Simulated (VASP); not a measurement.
Crystal: Sc.

```
CELL_PARAMETERS angstrom
3.29122 0.00000 0.00000
-1.64561 2.85028 0.00000
0.00000 0.00000 5.33257
ATOMIC_POSITIONS crystal
Sc 0.33333 0.66667 0.25000
Sc 0.66667 0.33333 0.75000
```

- Program: VASP 6.6.1
- Task: relaxation of cell and atoms
- Functional: r2SCAN
- Dispersion: rVV10
- Potentials or basis: VASP PAW PBE potentials, release 64 (Sc_sv)
- Cutoff: 600 eV
- k mesh: 15 × 15 × 8
- Occupations: gaussian, width 0.1 eV
- Spin: no spin polarisation

At the start: pressure -0.3 GPa; volume 25.01 Å³/atom.

Problem. Where does the relaxation end?

Solution. Over 6 steps the energy falls by 5.8 meV/atom and the volume is 24.78 Å³/atom (-0.9 %); space group P6_3/mmc (No. 194, to 0.05 Å).

Step by step:
```tsv
step	energy change (eV)	largest force (eV/Å)	pressure (GPa)	volume (Å³)
1	0.0000	0.0000	-0.34	50.02
2	-0.0091	0.0000	-0.01	49.64
3	-0.0114	0.0000	0.25	49.35
4	-0.0114	0.0000	0.28	49.32
5	-0.0116	0.0000	-0.11	49.66
6	-0.0116	0.0000	0.01	49.55
```

Final structure:
```yaml
crystal:
  lattice:
    - [3.32364, 0.00000, 0.00000]
    - [-1.66182, 2.87836, 0.00000]
    - [0.00000, 0.00000, 5.17953]
  atoms:
    - { symbol: Sc, position: [0.33333, 0.66667, 0.25000] }
    - { symbol: Sc, position: [0.66667, 0.33333, 0.75000] }
```

Caveat: the PAW data sets were made with another functional, which shifts forces and pressure a little.
